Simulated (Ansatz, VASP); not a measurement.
# HfGe2N4: VASP beside Ansatz

Wanted: the spread between two codes on one cell, functional and k mesh. The cell is taken from a series of runs on this material, whose earlier steps may have relaxed, scaled, displaced or heated it; both programs get it as it stands.

Main program and level: Ansatz 0.2.0; plane waves, with VASP 6.6.1 beside it; single point at PBE and single point at PBE, spin-orbit coupling.

## Step 1: Set-up

The cell holds 7 atoms: 1 Hf, 4 N and 2 Ge. Its edges and angles: a = 3.165 Å, b = 3.165 Å, c = 37.700 Å, α = 90.0°, β = 90.0°, γ = 120.0°. Vacuum lies along c.

## Step 2: Ansatz: single point, PBE

Ansatz runs on its PAW soft_1 files.

With cell and atoms fixed, the geometry can't cause a difference; cores, projectors, grids and the points listed under the comparison can.

input.yaml

```yaml
crystal:
  lattice:
    - [3.1650972786, 0.0, 0.0]
    - [-1.5825486393, 2.7410546487, 0.0]
    - [0.0, 0.0, 37.7]
  atoms:
    - { symbol: Hf, position: [0.0, 0.0, 0.5] }
    - { symbol: "N", position: [0.3333333333, 0.6666666667, 0.5310903171] }
    - { symbol: "N", position: [0.6666666667, 0.3333333333, 0.4689096829] }
    - { symbol: Ge, position: [0.3333333333, 0.6666666667, 0.5809132039] }
    - { symbol: Ge, position: [0.6666666667, 0.3333333333, 0.4190867961] }
    - { symbol: "N", position: [0.6666666667, 0.3333333333, 0.5962170303] }
    - { symbol: "N", position: [0.3333333333, 0.6666666667, 0.4037829697] }
  periodic: [true, true, false]
kpoints:
  mp_grid: { grid: [9, 9, 1] }
  band_path:
    path:
      - [0, 0, 0]
      - [0.5, 0, 0]
      - [0.3333333333333, 0.3333333333333, 0]
      - [0, 0, 0]
    npoints: 10
hamiltonian:
  xc: pbe
  pseudopotentials: { kind: paw, azcp: { folder: soft_1 } }
scf:
  occupations: { method: fermi_dirac, width: 0.02 }
  n_extra_bands: 6
output:
  eigenvalues: true
  forces: true
  stress: true
  write_density: true
  write_potential: true
  elf: true
  volumetric_format: npy
```

Command:

```sh
$ ansatz run input.yaml --threads 4 --pin off --max-ram 17510MiB --backend cpu --events-out ev --progress --plain --runs-dir out
```

Numbers of over 12 decimals in the logs are rounded to 6 here.

What it wrote:

```text
scf.n_extra_bands = 6 over 37 filled bands (N_el = 74.0): the run solves 43 bands
Engine: ansatz 0.2.0, aarch64-unknown-linux-gnu
Pseudopotentials: kind: paw
Pseudopotential: Hf, paw, valence charge 26, recommended cutoff 420 eV (normal), soft_1/Hf.paw.azcp
Pseudopotential: N, paw, valence charge 5, recommended cutoff 420 eV (normal), soft_1/N.paw.azcp
Pseudopotential: Ge, paw, valence charge 14, recommended cutoff 420 eV (normal), soft_1/Ge.paw.azcp
Functional definition: PBE
  parameter kappa = 0.804
  parameter beta = 0.066725
  exchange = pbe_x(kappa = kappa, mu = beta*pi^2/3)
  correlation = pbe_c(beta = beta)
Crystal: 7 atoms, lattice volume = 327.074 Å³
Basis set: ecut = 420 eV, 6305 PW (Γ), exchange–correlation on 48×48×512 points (8 copies of the dense FFT grid, shifted against one another)
Bands: 43, of which v1, the nominal top of the filled ones, is band 37 counted from 1 (36 counted from 0)
Symmetry: 12 space group operations
Space group: P-3m1 (ITA 164), of the structure as read, at distance tolerance 6.9e-5 Å
k-points: 12 of 81
Non-local potential: Hf, projectors of the file, l = 0: 3, l = 1: 2, l = 2: 2, l = 3: 3
Non-local potential: N, projectors of the file, l = 0: 2, l = 1: 2, l = 2: 1
Non-local potential: Ge, projectors of the file, l = 0: 2, l = 1: 2, l = 2: 3, l = 3: 1
PAW form: soft (Blöchl's): semilocal exchange-correlation on the pseudo side does not see the compensation charge
PAW one-centre angular grid: Hf, 590 points (default); XC on 64 Gauss nodes
PAW one-centre angular grid: N, 110 points (default); XC on 64 Gauss nodes
PAW one-centre angular grid: Ge, 590 points (default); XC on 64 Gauss nodes
Initial density: superposition of atomic densities (neutral atoms: chi_scale 0, normalization atom)
Initial wavefunctions: pseudopotential atomic-orbital guess
Functional: x = pbe(κ = 0.804, μ = 0.219515), c = pbe(β = 0.066725)
SCF iter   1: F=—  HF=-25859.702686 eV  |F-HF|=—  |Δ(HF+E_count)|=         —  Δρ=8.75e-2  dr2=2.91e1  ethr=3.10e-3  ⟨swp⟩=13.3  Hψ=3348  notcnv=0
preconditioner: auto → Resta (q_TF=auto, 2.130 Å⁻¹)  ε∞=1.9  [insulator: Δε(μ)=3.631 eV  Ē_g=18.182 eV  σ=0.020 eV  W_gap=1.00  n_scr=24 (ndim 8)  ℏωp=17.4 eV  f_vac=0.720  D(μ)=0.00/eV (n_scr^D=0)  ε∞_Penn≈1.9  vacuum switching on, ρ_ref=2.4e-2 e/Å³]
SCF iter   2: F=—  HF=-25852.228485 eV  |F-HF|=—  |Δ(HF+E_count)|=    7.47e0  Δρ=3.77e-2  dr2=3.15e0  ethr=3.10e-3  ⟨swp⟩=5.4  Hψ=1698  notcnv=0  defer=16
SCF iter   3: F=—  HF=-25851.561574 eV  |F-HF|=—  |Δ(HF+E_count)|=   6.67e-1  Δρ=1.40e-2  dr2=4.05e-1  ethr=3.10e-3  ⟨swp⟩=4.3  Hψ=1066  notcnv=0  defer=17
SCF iter   4: F=—  HF=-25851.544234 eV  |F-HF|=—  |Δ(HF+E_count)|=   1.73e-2  Δρ=6.28e-3  dr2=1.44e-1  ethr=5.48e-4  ⟨swp⟩=5.0  Hψ=1441  notcnv=0  defer=17
SCF iter   5: F=—  HF=-25851.533242 eV  |F-HF|=—  |Δ(HF+E_count)|=   1.10e-2  Δρ=2.42e-3  dr2=2.74e-2  ethr=1.95e-4  ⟨swp⟩=5.4  Hψ=1114  notcnv=0  defer=17
SCF iter   6: F=—  HF=-25851.528683 eV  |F-HF|=—  |Δ(HF+E_count)|=   4.56e-3  Δρ=4.93e-4  dr2=6.13e-4  ethr=3.70e-5  ⟨swp⟩=4.1  Hψ=1051  notcnv=0  defer=17
SCF iter   7: F=—  HF=-25851.528870 eV  |F-HF|=—  |Δ(HF+E_count)|=   1.87e-4  Δρ=2.45e-4  dr2=1.22e-4  ethr=8.29e-7  ⟨swp⟩=3.1  Hψ=1188  notcnv=0  defer=17
SCF iter   8: F=—  HF=-25851.528953 eV  |F-HF|=—  |Δ(HF+E_count)|=   8.25e-5  Δρ=6.11e-5  dr2=8.91e-6  ethr=1.65e-7  ⟨swp⟩=3.8  Hψ=1357  notcnv=0  defer=17
SCF iter   9: F=—  HF=-25851.528984 eV  |F-HF|=—  |Δ(HF+E_count)|=   3.18e-5  Δρ=2.83e-5  dr2=1.88e-6  ethr=1.20e-8  ⟨swp⟩=4.0  Hψ=1123  notcnv=0  defer=17
SCF iter  10: F=—  HF=-25851.528987 eV  |F-HF|=—  |Δ(HF+E_count)|=   2.25e-6  Δρ=1.05e-5  dr2=2.63e-7  ethr=2.54e-9  ⟨swp⟩=3.2  Hψ=1220  notcnv=0  defer=17
SCF iter  11: F=—  HF=-25851.528987 eV  |F-HF|=—  |Δ(HF+E_count)|=   1.95e-7  Δρ=6.18e-6  dr2=1.29e-7  ethr=1.35e-10  ⟨swp⟩=31.4  Hψ=6795  notcnv=0
SCF iter  12: F=-25851.528987 eV  HF=-25851.528987 eV  |F-HF|=4.79e-9  |Δ(HF+E_count)|=   2.77e-8  Δρ=1.78e-6  dr2=1.22e-8  ethr=1.35e-10  ⟨swp⟩=13.3  Hψ=4441  notcnv=0
SCF 1 converged in 12 iterations: F = -25851.528987 eV  dr2 = 1.22e-8
  greatest PAW one-centre occupation: 0.999 electrons in one spin orbital (limit 2), on the Hf atom at site 0 (counted from 0), in its partial waves of l = 0
NSCF: frozen V_eff on 31 k-points
WARN: The input density's exchange-correlation potential varies sharply where the density is thin. Do not read a vacuum level from v_tot or v_xc, or from such a field of the output density. On a cell that repeats whose density bears no net charge and no dipole along the vacuum's axis use v_es (v_loc + v_h of the components); under efield.dipole_correction with no amplitude use v_es + v_field, which holds any external [...]
SCF converged after 12 iterations
Free energy (F): -25851.528987 eV
Harris-Foulkes:  -25851.528987 eV  (|F-HF|=4.79e-9)
Internal energy: -25851.528987 eV  (E = F + TS)
E sigma→0 (E₀):  -25851.528987 eV
Fermi energy:    -5.742800 eV
--- Per-component energies (eV) ---
  E_band       = -1611.115102
  E_kinetic    = 1104.210955
  E_local      = -393385.300152  (includes V_loc(G=0)·N_el)
  E_nonlocal   = 649.203444
  E_hartree    = 195726.543384
  E_xc         = -644.603221
  E_vxc        = -682.908496  (∫ρ·V_xc dr)
  E_paw        = -12250.893135  (= ΣΔE_a)
  E_vpaw       = -749.389703  (= ΣTr[D̂ρ^β])
  E_aug_tail   = 0.003569  (compensation charges beyond the density's cutoff)
  E_ewald      = 182949.306170
  E_smearing   = -0.000000  (= −TS)
  E_closure    = 0.000000  (closes the sum)
  Σ components = -25851.528987   (vs F -25851.528987, Δ=0.00e0)
--- Forces (eV/Å), atoms counted from 1 ---
  atom   1  Hf     0.00000000    -0.00000000     0.00000000
  atom   2  N      0.00000000    -0.00000000     0.00034164
  atom   3  N     -0.00000000     0.00000000    -0.00034164
  atom   4  Ge     0.00000000    -0.00000000    -0.00091018
  atom   5  Ge     0.00000000     0.00000000     0.00091018
  atom   6  N      0.00000000     0.00000000     0.00018969
  atom   7  N      0.00000000    -0.00000000    -0.00018969
  max |Σ_I F_I| component: 2.31e-17 eV/Å
--- 2D stress c σ (N/m, compression-positive) ---
        0.021091       0.000000       0.000000
        0.000000       0.021091       0.000000
        0.000000       0.000000       0.000000
  P = ½ c Tr σ = 0.0211 N/m
--- Band table (eV; the first three rows and the last of 12) ---
  k-point 0: bands = [... 33 lower, -8.3810, -7.3001, -6.3350, -6.3350, -5.1644, -4.5097, -2.4966, -2.4966, ... 2 higher]
  k-point 1: bands = [... 33 lower, -8.3505, -7.1135, -7.0137, -6.5613, -4.3269, -3.9352, -2.6737, -2.1341, ... 2 higher]
  k-point 2: bands = [... 33 lower, -8.4653, -7.6426, -7.2457, -6.9399, -4.0169, -3.0972, -2.4686, -1.7398, ... 2 higher]
  k-point 11: bands = [... 33 lower, -9.4778, -7.5930, -7.4904, -7.4904, -2.2624, -1.8778, -1.8778, -0.1153, ... 2 higher]
```

The column dr2 measures how far the density is from self-consistency, as an energy; F and HF (Harris–Foulkes) agree once it is small.

## Step 3: VASP: single point, PBE

The same cell, functional, mesh and smearing now go to VASP, with its own data sets.

Lines of VASP's logs that name or quote its potential files are left out, and so is its time.

INCAR

```
SYSTEM = HfGe2N4
PREC = Accurate
ENCUT = 520
EDIFF = 1E-06
NELM = 120
ISMEAR = -1
SIGMA = 0.02
LREAL = .FALSE.
ALGO = Normal
GGA = PE
NBANDS = 36
LASPH = .TRUE.
LORBIT = 11
LWAVE = .FALSE.
LCHARG = .FALSE.
ISIF = 2
LDIPOL = .TRUE.
IDIPOL = 3
DIPOL = 0.5 0.5 0.5
LVHAR = .TRUE.
GGA_COMPAT = .FALSE.
EFERMI = MIDGAP
NELMDL = -8
KPAR = 2
```

POSCAR

```
HfGe2N4
1.0
    3.1650972786      0.0000000000      0.0000000000
   -1.5825486393      2.7410546487      0.0000000000
    0.0000000000      0.0000000000     37.7000000000
Hf N Ge
1 4 2
Direct
    0.0000000000      0.0000000000      0.5000000000
    0.3333333333      0.6666666667      0.5310903171
    0.6666666667      0.3333333333      0.4689096829
    0.6666666667      0.3333333333      0.5962170303
    0.3333333333      0.6666666667      0.4037829697
    0.3333333333      0.6666666667      0.5809132039
    0.6666666667      0.3333333333      0.4190867961
```

KPOINTS

```
Automatic mesh
0
Gamma
9 9 1
0 0 0
```

Potentials, in the order of the species: Hf_pv, N and Ge_d (PBE family, release 64).

Command:

```sh
$ mpirun -np 2 vasp_std
```

What it wrote:

```text
[banner, memory and clock lines left out]
running    2 mpi-ranks, on    1 nodes
 distrk:  each k-point on    1 cores,    2 groups
 distr:  one band on    1 cores,    1 groups

 POSCAR found type information on POSCAR HfN Ge
 POSCAR found :  3 types and       7 ions
 LDA part: xc-table for (Slater+PW92), standard interpolation
 POSCAR, INCAR and KPOINTS ok, starting setup
 FFT: planning ... GRIDC
 FFT: planning ... GRID_SOFT
 FFT: planning ... GRID
 WAVECAR not read
 entering main loop
       N       E                     dE             d eps       ncg     rms          rms(c)
DAV:   1     0.592920345789E+03    0.59292E+03   -0.28644E+04  1120   0.205E+03
DAV:   2     0.367909432175E+02   -0.55613E+03   -0.54038E+03  1096   0.575E+02
DAV:   3    -0.605822785517E+02   -0.97373E+02   -0.96326E+02  1212   0.185E+02
DAV:   4    -0.654694078814E+02   -0.48871E+01   -0.48651E+01  1128   0.529E+01
DAV:   5    -0.656326835130E+02   -0.16328E+00   -0.16303E+00  1312   0.841E+00
DAV:   6    -0.656362422958E+02   -0.35588E-02   -0.35579E-02  1336   0.108E+00
DAV:   7    -0.656363031688E+02   -0.60873E-04   -0.60871E-04  1320   0.132E-01
DAV:   8    -0.656363054543E+02   -0.22856E-05   -0.22855E-05  1296   0.233E-02    0.633E+01
DAV:   9    -0.560317292032E+02    0.96046E+01   -0.45840E+01  1236   0.505E+01    0.506E+01
DAV:  10    -0.559670118149E+02    0.64717E-01   -0.33702E+00  1056   0.111E+01    0.161E+01
DAV:  11    -0.559793847053E+02   -0.12373E-01   -0.31786E-01  1180   0.361E+00    0.189E+00
DAV:  12    -0.559733297978E+02    0.60549E-02   -0.46702E-02  1156   0.140E+00    0.130E+00
DAV:  13    -0.559734511116E+02   -0.12131E-03   -0.13440E-02  1160   0.932E-01    0.294E-01
DAV:  14    -0.559733199250E+02    0.13119E-03   -0.19054E-03  1244   0.422E-01    0.228E-01
[...]
DAV:  19    -0.559735618544E+02   -0.17684E-03   -0.24866E-05   840   0.160E-02    0.390E-03
DAV:  20    -0.559736215526E+02   -0.59698E-04   -0.41875E-06   820   0.708E-03    0.270E-03
DAV:  21    -0.559736623588E+02   -0.40806E-04   -0.83610E-07   716   0.412E-03    0.123E-03
DAV:  22    -0.559736862152E+02   -0.23856E-04   -0.26769E-07   700   0.271E-03    0.112E-03
DAV:  23    -0.559736998170E+02   -0.13602E-04   -0.33223E-07   704   0.189E-03    0.515E-04
DAV:  24    -0.559737052967E+02   -0.54797E-05   -0.90923E-08   656   0.132E-03    0.218E-04
DAV:  25    -0.559737066622E+02   -0.13655E-05   -0.19205E-08   560   0.795E-04    0.134E-04
DAV:  26    -0.559737074243E+02   -0.76211E-06   -0.10028E-08   524   0.575E-04
   1 F= -.55973707E+02 E0= -.55973707E+02  d E =-.247160E-14
```

OUTCAR, selected parts (step 3):

```text
ion  position               nearest neighbor table
   1  0.000  0.000  0.500-   2 2.17   3 2.17   2 2.17   3 2.17   3 2.17   2 2.17
   2  0.333  0.667  0.531-   6 1.88   1 2.17   1 2.17   1 2.17
   3  0.667  0.333  0.469-   7 1.88   1 2.17   1 2.17   1 2.17
   4  0.667  0.333  0.596-   6 1.92   6 1.92   6 1.92
   5  0.333  0.667  0.404-   7 1.92   7 1.92   7 1.92
   6  0.333  0.667  0.581-   2 1.88   4 1.92   4 1.92   4 1.92
   7  0.667  0.333  0.419-   3 1.88   5 1.92   5 1.92   5 1.92

  LATTYP: Found a hexagonal cell.
 ALAT       =     3.1650972786
 C/A-ratio  =    11.9111662870

 Subroutine GETGRP returns: Found 12 space group operations
 (whereof 12 operations were pure point group operations)

The static configuration has the point symmetry D_3d.

 Found     12 irreducible k-points:

   k-points           NKPTS =     12   k-points in BZ     NKDIM =     12   number of bands    NBANDS=     36

   dimension x,y,z NGX =    24 NGY =   24 NGZ =  280
   dimension x,y,z NGXF=    48 NGYF=   48 NGZF=  560

   ENCUT  =  520.0 eV  38.22 Ry    6.18 a.u.   5.88  5.88 70.10*2*pi/ulx,y,z

   NELECT =      58.0000    total number of electrons

 k-points in reciprocal lattice and weights: Automatic mesh
   0.00000000  0.00000000  0.00000000       0.012
   0.11111111 -0.00000000  0.00000000       0.074
   0.22222222 -0.00000000  0.00000000       0.074
   0.33333333 -0.00000000  0.00000000       0.074
   0.44444444 -0.00000000  0.00000000       0.074
   0.11111111  0.11111111  0.00000000       0.074
   0.22222222  0.11111111  0.00000000       0.148
   0.33333333  0.11111111  0.00000000       0.148
   0.44444444  0.11111111  0.00000000       0.074
   0.22222222  0.22222222  0.00000000       0.074
   0.33333333  0.22222222  0.00000000       0.148
   0.33333333  0.33333333  0.00000000       0.025

 dipolmoment           0.000000      0.000000     -0.000000 electrons x Angstroem

 average (electrostatic) potential at core
       1 -44.5522       2 -70.5343       3 -70.5343       4 -71.5654       5 -71.5654
       6 -82.6113       7 -82.6113

 E-fermi :  -2.7638

 k-point     1 :       0.0000    0.0000    0.0000
  band No.  band energies     occupation
    ...
     25      -5.4206      2.00000
     26      -5.3664      2.00000
     27      -4.3161      2.00000
     28      -3.3753      2.00000
     29      -3.3753      2.00000
     30      -2.1524      0.00000
     31      -1.5083      0.00000
     32       0.5184      0.00000
     33       0.5184      0.00000
     34       0.7990      0.00000
    ...

 k-point     2 :       0.1111   -0.0000    0.0000
  band No.  band energies     occupation
    ...
     25      -5.5695      2.00000
     26      -5.3405      2.00000
     27      -4.1328      2.00000
     28      -4.0396      2.00000
     29      -3.5931      2.00000
     30      -1.3159      0.00000
     31      -0.9301      0.00000
     32       0.3375      0.00000
     33       0.8773      0.00000
     34       1.0941      0.00000
    ...

 k-point     3 :       0.2222   -0.0000    0.0000
  band No.  band energies     occupation
    ...
     25      -5.6594      2.00000
     26      -5.4533      2.00000
     27      -4.6351      2.00000
     28      -4.2542      2.00000
     29      -3.9592      2.00000
     30      -1.0088      0.00000
     31      -0.0904      0.00000
     32       0.5416      0.00000
     33       1.2600      0.00000
     34       1.6692      0.00000
    ...

  Total       -0.5269144     -0.5269144     -0.5216882     -0.0000000      0.0000000     -0.0000000
  in kB       -2.5810981     -2.5810981     -2.5554975     -0.0000000      0.0000000     -0.0000000
  external PRESSURE =      -2.5725646 kB  Pullay stress =       0.0000000 kB

  energy-cutoff  :      520.00
  volume of cell :      327.07
      direct lattice vectors                 reciprocal lattice vectors
     3.165097279  0.000000000  0.000000000     0.315946055  0.182411540  0.000000000
    -1.582548639  2.741054649  0.000000000     0.000000000  0.364823080  0.000000000
     0.000000000  0.000000000 37.700000000     0.000000000  0.000000000  0.026525199

 POSITION                                       TOTAL-FORCE (eV/Angst)
 -----------------------------------------------------------------------------------
      0.00000      0.00000     18.85000        -0.000000      0.000000      0.000000
     -0.00000      1.82737     20.02210        -0.000000      0.000000     -0.106379
      1.58255      0.91368     17.67790        -0.000000     -0.000000      0.106379
      1.58255      0.91368     22.47738         0.000000     -0.000000     -0.016230
     -0.00000      1.82737     15.22262        -0.000000      0.000000      0.016230
     -0.00000      1.82737     21.90043        -0.000000      0.000000     -0.010517
      1.58255      0.91368     15.79957         0.000000     -0.000000      0.010517
 -----------------------------------------------------------------------------------
    total drift:                                0.000000      0.000000      0.000000

  FREE ENERGIE OF THE ION-ELECTRON SYSTEM (eV)
  ---------------------------------------------------
  free  energy   TOTEN  =       -55.9737074243 eV

  energy  without entropy=      -55.9737074243  energy(sigma->0) =      -55.97370742

 vacuum level on the upper side and lower side of the slab         3.014         3.014

 total charge
# of ion       s       p       d       tot
------------------------------------------
    1        0.346   6.745   1.598   8.689
    2        1.244   2.549   0.000   3.794
    3        1.244   2.549   0.000   3.794
    4        1.239   2.458   0.000   3.697
    5        1.239   2.458   0.000   3.697
    6        1.008   1.225  10.282  12.516
    7        1.008   1.225  10.282  12.516
--------------------------------------------------
tot          7.329  19.212  22.163  48.703

[... 3 further parts left out ...]
```

## Step 4: Side by side

Known differences besides the potentials themselves: Ansatz cuts the interaction across the vacuum, VASP repeats the sheet with a dipole correction; the data sets hold 74 valence electrons in Ansatz (on its PAW soft_1 files) and 58 in VASP; the cutoff is 420 eV in Ansatz and 520 eV in VASP. Total energies have different zeros and are not compared.

Both answers:

| quantity | Ansatz | VASP | difference |
| --- | --- | --- | --- |
| gap on the k mesh (eV) | 1.171 | 1.223 | -0.052 |

Forces (eV/Å; atoms numbered as in POSCAR):

| atom | Ansatz x, y, z | VASP x, y, z |
| --- | --- | --- |
| Hf1 | 0.000, 0.000, 0.000 | 0.000, 0.000, 0.000 |
| N2 | 0.000, 0.000, 0.000 | 0.000, 0.000, -0.106 |
| N3 | 0.000, 0.000, 0.000 | 0.000, 0.000, 0.106 |
| N4 | 0.000, 0.000, 0.000 | 0.000, 0.000, -0.016 |
| N5 | 0.000, 0.000, 0.000 | 0.000, 0.000, 0.016 |
| Ge6 | 0.000, 0.000, -0.001 | 0.000, 0.000, -0.011 |
| Ge7 | 0.000, 0.000, 0.001 | 0.000, 0.000, 0.011 |

The forces differ by 33 meV/Å r.m.s., where the r.m.s. force is 0.000 eV/Å in Ansatz and 0.033 eV/Å in VASP: the atoms lie near their places of rest in Ansatz, so a percentage would say little (all taken over all components). A gap on the mesh is an upper bound, since the band edges may lie between its points; neither run holds spin-orbit coupling, which can move the band edges of a compound of Hf. With vacuum in the cell, a pressure given here is an average over mostly empty space and none of the material.

## Step 5: Other set-ups

Further runs change the set-up of one program: Ansatz's method, potentials or start, or VASP's data sets, cutoff or form of LDA. The table gives Ansatz less VASP for each quantity, since a change that brings one quantity closer may part another.

| run | r.m.s. force difference (meV/Å) | gap on the k mesh (eV) |
| --- | --- | --- |
| as above | 33 | -0.052 |
| VASP with the data sets Hf_pv, N and Ge_sv_GW and a cutoff of 540 eV | 32 | -0.061 |

(Continued in part 2 of 2.)

[Lines on the potential files, build, host, timing and source positions are cut from VASP's logs without a mark.]

[Logs are printed without paths, hosts, clocks, repeated set-up lines and the standing remarks that a program may print on its own settings, such as how far it seeks lower states.]

[Hosts, paths, dates, database ids (printed as entryN), source tags and the programs' standing remarks are cut or masked in the printed files.]
